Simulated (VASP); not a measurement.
Method: LDA (Ceperley-Alder, Perdew-Zunger), VASP's LDA PAW potentials (set 64) (plane waves; VASP).

The input files of a VASP run:

INCAR:
```
! general
SYSTEM  = HfN
PREC    = Accurate
ENCUT   = 520
LREAL   = .FALSE.   ! projection in real space or not
LASPH   = .TRUE.

! electronic loop
EDIFF   = 1E-6
NELM    = 100   ! most electronic steps
ALGO    = Normal   ! blocked Davidson
LMAXMIX = 6

! smearing
ISMEAR  = 1   ! Methfessel-Paxton
SIGMA   = 0.1

! ions
IBRION  = 2   ! conjugate gradients
NSW     = 60   ! most ionic steps
ISIF    = 3   ! ions, shape and volume
EDIFFG  = -0.01

! output
LWAVE   = .FALSE.
LCHARG  = .FALSE.
```

### POSCAR
```
HfN
1.0
  0.0000000000   2.2311423101   2.2311423101
  2.2311423101   0.0000000000   2.2311423101
  2.2311423101   2.2311423101   0.0000000000
Hf N
1 1
Cartesian
  2.2311423101   2.2311423101   4.4622846202
  2.2311423101   2.2311423101   2.2311423101
```

### KPOINTS
```
Automatic mesh
0
Gamma
13 13 13
0 0 0
```

POTCAR, in this order: Hf_pv N (LDA.64 set). Program: vasp_std.

What VASP printed:

**OUTCAR**
```
 ion  position               nearest neighbor table
   1  0.000  0.000  0.000-   2 2.23   2 2.23   2 2.23   2 2.23   2 2.23   2 2.23
   2  0.500  0.500  0.500-   1 2.23   1 2.23   1 2.23   1 2.23   1 2.23   1 2.23
  LATTYP: Found a face centered cubic cell.
 ALAT       =     4.4622846202
 Subroutine PRICEL returns:
 Original cell was already a primitive cell.
 Subroutine GETGRP returns: Found 48 space group operations
The static configuration has the point symmetry O_h .
The dynamic configuration has the point symmetry O_h .
 Subroutine INISYM returns: Found 48 space group operations
 Subroutine IBZKPT returns following result:
 Found     84 irreducible k-points:

 Following reciprocal coordinates:
            Coordinates               Weight
  0.000000  0.000000  0.000000      1.000000
  0.076923  0.000000  0.000000      8.000000
  0.153846  0.000000  0.000000      8.000000
  0.230769  0.000000  0.000000      8.000000
  0.307692  0.000000  0.000000      8.000000
  0.384615  0.000000  0.000000      8.000000
  0.461538  0.000000  0.000000      8.000000
  0.076923  0.076923  0.000000      6.000000
  0.153846  0.076923  0.000000     24.000000
  0.230769  0.076923  0.000000     24.000000
  0.307692  0.076923  0.000000     24.000000
  0.384615  0.076923  0.000000     24.000000
  0.461538  0.076923  0.000000     24.000000
 -0.461538  0.076923  0.000000     24.000000
 -0.384615  0.076923  0.000000     24.000000
 -0.307692  0.076923  0.000000     24.000000
 -0.230769  0.076923  0.000000     24.000000
 -0.153846  0.076923  0.000000     24.000000
 -0.076923  0.076923  0.000000     12.000000
  0.153846  0.153846  0.000000      6.000000
  0.230769  0.153846  0.000000     24.000000
  0.307692  0.153846  0.000000     24.000000
  0.384615  0.153846  0.000000     24.000000
  0.461538  0.153846  0.000000     24.000000
...
```

### OSZICAR
```
       N       E                     dE             d eps       ncg     rms          rms(c)
DAV:   1     0.381342064115E+02    0.38134E+02   -0.82529E+03  1859   0.128E+03
DAV:   2    -0.248086484441E+02   -0.62943E+02   -0.59215E+02  2419   0.254E+02
DAV:   3    -0.268382016605E+02   -0.20296E+01   -0.19954E+01  2392   0.383E+01
DAV:   4    -0.268583715350E+02   -0.20170E-01   -0.20056E-01  2205   0.344E+00
DAV:   5    -0.268587455156E+02   -0.37398E-03   -0.37385E-03  2387   0.330E-01    0.543E+01
DAV:   6    -0.239912633579E+02    0.28675E+01   -0.15622E+01  2097   0.282E+01    0.455E+01
DAV:   7    -0.238988366282E+02    0.92427E-01   -0.67576E-01  2130   0.705E+00    0.275E+01
DAV:   8    -0.238762870570E+02    0.22550E-01   -0.10177E-01  2130   0.305E+00    0.482E+00
DAV:   9    -0.238696535745E+02    0.66335E-02   -0.40886E-02  2094   0.143E+00    0.156E+00
DAV:  10    -0.238691675246E+02    0.48605E-03   -0.27166E-03  2106   0.441E-01    0.893E-02
DAV:  11    -0.238691731475E+02   -0.56229E-05   -0.62770E-05  2199   0.878E-02    0.324E-02
DAV:  12    -0.238691722624E+02    0.88511E-06   -0.60650E-06  2104   0.238E-02
   1 F= -.23869172E+02 E0= -.23869025E+02  d E =-.238692E+02
```

OUTCAR:
```
------------------------ aborting loop because EDIFF is reached ----------------------------------------
  FORCE on cell =-STRESS in cart. coord.  units (eV):
  Direction    XX          YY          ZZ          XY          YZ          ZX
  --------------------------------------------------------------------------------------
  Total       -0.0029599     -0.0029599     -0.0029599      0.0000000     -0.0000000      0.0000000
  in kB       -0.2134898     -0.2134898     -0.2134898      0.0000000     -0.0000000      0.0000000
  external PRESSURE =      -0.2134898 kB  Pullay stress =       0.0000000 kB
  volume of cell :       22.21
      direct lattice vectors                 reciprocal lattice vectors
     0.000000000  2.231142310  2.231142310    -0.224100452  0.224100452  0.224100452
     2.231142310  0.000000000  2.231142310     0.224100452 -0.224100452  0.224100452
     2.231142310  2.231142310  0.000000000     0.224100452  0.224100452 -0.224100452
 POSITION                                       TOTAL-FORCE (eV/Angst)
 -----------------------------------------------------------------------------------
      0.00000      0.00000      0.00000         0.000000      0.000000      0.000000
      2.23114      2.23114      2.23114        -0.000000     -0.000000     -0.000000
 -----------------------------------------------------------------------------------
    total drift:                                0.000000     -0.000000     -0.000000
  FREE ENERGIE OF THE ION-ELECTRON SYSTEM (eV)
  ---------------------------------------------------
  free  energy   TOTEN  =       -23.8691722624 eV

  energy  without entropy=      -23.8687313275  energy(sigma->0) =      -23.86902528

 reached required accuracy - stopping structural energy minimisation
```
(Selected blocks of OUTCAR.)

The compound is HfN in the rock salt structure. It was relaxed first. The start is the result of an earlier pass. The electron count is odd and the run is not spin-polarised, which forces a metal.
